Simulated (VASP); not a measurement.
Data:

```yaml
crystal:
  lattice:
    - [6.16993, 0.00000, 0.00000]
    - [-3.08497, 5.34332, 0.00000]
    - [0.00000, 0.00000, 9.92297]
  atoms:
    - { symbol: Ir, position: [0.33333, 0.66667, 0.05977] }
    - { symbol: Ir, position: [0.66667, 0.33333, 0.55977] }
    - { symbol: Ir, position: [0.66667, 0.33333, 0.94023] }
    - { symbol: Ir, position: [0.33333, 0.66667, 0.44023] }
    - { symbol: O, position: [0.33333, 0.66667, 0.25000] }
    - { symbol: O, position: [0.66667, 0.33333, 0.75000] }
    - { symbol: O, position: [0.50000, 0.00000, 0.00000] }
    - { symbol: O, position: [0.50000, 0.50000, 0.50000] }
    - { symbol: O, position: [0.00000, 0.50000, 0.00000] }
    - { symbol: O, position: [0.50000, 0.00000, 0.50000] }
    - { symbol: O, position: [0.50000, 0.50000, 0.00000] }
    - { symbol: O, position: [0.00000, 0.50000, 0.50000] }
```

Calculation: PBEsol GGA, VASP's PBE PAW potentials (set 64) (plane waves; VASP). Numerical set-up: 520 eV cut-off, Gaussian smearing of 0.050 eV, potentials Ir O.

Question: Give the energies of bands 36 to 49 at the high-symmetry points, in eV from the Fermi level.

Answer: 
```csv
band,Γ,M,K,A,L,H
36,-2.48,-1.56,-1.06,-2.56,-1.46,-1.47
37,-1.88,-0.50,-1.06,-1.30,-0.93,-0.64
38,-1.88,-0.38,-0.88,-1.30,-0.93,-0.64
39,-1.82,-0.33,-0.71,-1.30,-0.21,-0.53
40,-0.25,-0.20,-0.26,-1.30,-0.21,-0.53
41,-0.25,-0.15,0.03,-1.13,-0.16,-0.28
42,0.10,-0.13,0.03,-1.13,-0.16,-0.28
43,0.10,-0.06,0.39,0.80,0.08,0.39
44,0.11,0.11,0.40,0.80,0.08,0.39
45,0.58,0.42,0.46,0.80,0.70,0.58
46,1.04,0.53,0.46,0.80,0.70,0.58
47,1.04,1.06,0.78,1.82,0.84,0.75
48,1.99,1.07,0.78,1.82,0.84,0.75
49,2.54,1.53,1.21,2.67,2.02,1.84
```

It has no gap at this level: it comes out as a metal or semimetal.

The structure was generated: IrO2 was put into the beta-tridymite type (P6_3/mmc), which need not be its known phase. It was relaxed first, which changed the volume by +11 %.
